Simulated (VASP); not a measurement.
Level of theory: AM05 GGA, VASP's PBE PAW potentials (set 64) (plane waves; VASP).

Input for VASP

File POSCAR:
```
Eu
1
    1.9114550000    -3.3787150000     0.0000000000
    1.9114550000     3.3787150000     0.0000000000
    0.0000000000     0.0000000000     6.4194700000
Eu
2
Direct
  0.8495700000   0.1504300000   0.2500000000
  0.1504300000   0.8495700000   0.7500000000
```

### INCAR
```
# general
SYSTEM  = Eu
PREC    = Accurate
ENCUT   = 400
LREAL   = .FALSE.   # projection in real space or not
LASPH   = .TRUE.   # aspherical one-centre terms

# electronic loop
EDIFF   = 1E-6   # SCF stop (eV)
NELM    = 100   # most electronic steps
ALGO    = Normal
LMAXMIX = 6   # l cut-off of mixed one-centre charges

# smearing
ISMEAR  = 1   # Methfessel-Paxton
SIGMA   = 0.1   # width (eV)

# functional
GGA     = AM

# ions
ISIF    = 2   # forces and stress, cell fixed

# output
LWAVE   = .FALSE.
LCHARG  = .FALSE.
```

**KPOINTS**
```
Automatic
0
G
10 10 5
```

POTCAR, in this order: Eu_2 (PBE.64 set). Program: vasp_std.

Output

**OSZICAR**
```
       N       E                     dE             d eps       ncg     rms          rms(c)
DAV:   1     0.559854102965E+02    0.55985E+02   -0.58526E+03  2300   0.944E+02
DAV:   2    -0.121388933500E+01   -0.57199E+02   -0.55697E+02  2964   0.390E+02
DAV:   3    -0.374449560234E+01   -0.25306E+01   -0.24046E+01  3760   0.574E+01
DAV:   4    -0.380869453157E+01   -0.64199E-01   -0.61543E-01  3840   0.717E+00
DAV:   5    -0.380997719664E+01   -0.12827E-02   -0.12677E-02  3576   0.738E-01    0.102E+01
DAV:   6    -0.383312044767E+01   -0.23143E-01   -0.35504E-03  3832   0.633E-01    0.607E+00
DAV:   7    -0.384469894497E+01   -0.11578E-01   -0.65082E-03  3636   0.933E-01    0.812E-02
DAV:   8    -0.384460557337E+01    0.93372E-04   -0.19682E-04  3688   0.116E-01    0.289E-02
DAV:   9    -0.384459033153E+01    0.15242E-04   -0.29873E-05  3684   0.536E-02    0.777E-03
DAV:  10    -0.384458930810E+01    0.10234E-05   -0.12302E-06  2252   0.926E-03    0.322E-03
DAV:  11    -0.384458916089E+01    0.14722E-06   -0.16586E-07  1980   0.844E-03
   1 F= -.38445892E+01 E0= -.38444429E+01  d E =-.438765E-03
```

### OUTCAR
```
------------------------ aborting loop because EDIFF is reached ----------------------------------------
  FORCE on cell =-STRESS in cart. coord.  units (eV):
  Direction    XX          YY          ZZ          XY          YZ          ZX
  --------------------------------------------------------------------------------------
  Total        0.0712863      0.2809020     -0.0231935      0.0000000      0.0000000      0.0000000
  in kB        1.3774379      5.4277594     -0.4481597      0.0000000      0.0000000      0.0000000
  external PRESSURE =       2.1190126 kB  Pullay stress =       0.0000000 kB
  volume of cell :       82.92
      direct lattice vectors                 reciprocal lattice vectors
     1.911455000 -3.378715000  0.000000000     0.261580838 -0.147985255  0.000000000
     1.911455000  3.378715000  0.000000000     0.261580838  0.147985255  0.000000000
     0.000000000  0.000000000  6.419470000     0.000000000  0.000000000  0.155776100
 POSITION                                       TOTAL-FORCE (eV/Angst)
 -----------------------------------------------------------------------------------
      1.91146     -2.36219      1.60487         0.000000      0.043633      0.000000
      1.91146      2.36219      4.81460         0.000000     -0.043633      0.000000
 -----------------------------------------------------------------------------------
    total drift:                               -0.000000     -0.000000      0.000000
  FREE ENERGIE OF THE ION-ELECTRON SYSTEM (eV)
  ---------------------------------------------------
  free  energy   TOTEN  =        -3.8445891609 eV

  energy  without entropy=       -3.8441503955  energy(sigma->0) =       -3.84444291
```
(Selected blocks of OUTCAR.)

The 4f electrons are frozen in the core of the lanthanide potential, so 4f levels, which can set the real gap, and their magnetism are missing.

The structure comes from a computed database's Eu entry (Cmcm); how it stands against other phases isn't given here. The cell was not relaxed at this level. The run is one of a series of settings (GGA = AM against the base run), some of them coarse on purpose.
